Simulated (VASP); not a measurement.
Consider the following.

```
CELL_PARAMETERS angstrom
      3.43154     0.00000     0.00000
      0.00000     3.43154     0.00000
      0.00000     0.00000     3.43154
ATOMIC_POSITIONS crystal
  Si 0.00000 0.00000 0.00000
  Ni 0.00000 0.50000 0.50000
  Ni 0.50000 0.00000 0.50000
  Ni 0.50000 0.50000 0.00000
```

Computed with PBE GGA with D3 dispersion (Becke-Johnson damping), VASP's PBE PAW potentials (set 64) (plane waves; VASP). Run with 520 eV cut-off, 9×9×9 Γ-centred mesh, first-order Methfessel-Paxton smearing of 0.10 eV, potentials Si Ni.

Task: Estimate the energy per atom (σ→0), pressure, band gap (on the k-mesh) with the smallest direct gap where there is one.

Result: 
```json
{
 "band gap (on the k-mesh)": "none (metal, semimetal or under 0.01 eV)",
 "energy per atom (σ→0)": "-6.417 eV/atom",
 "pressure": "7.31 GPa"
}
```

The absolute energy has meaning only against runs of the same code, potentials and settings.

The compound is Ni3Si in the L1_2 structure. This cell is one point of a volume scan, at 0.97 of the reference volume. The run is not spin-polarised, so no magnetic state was tried.
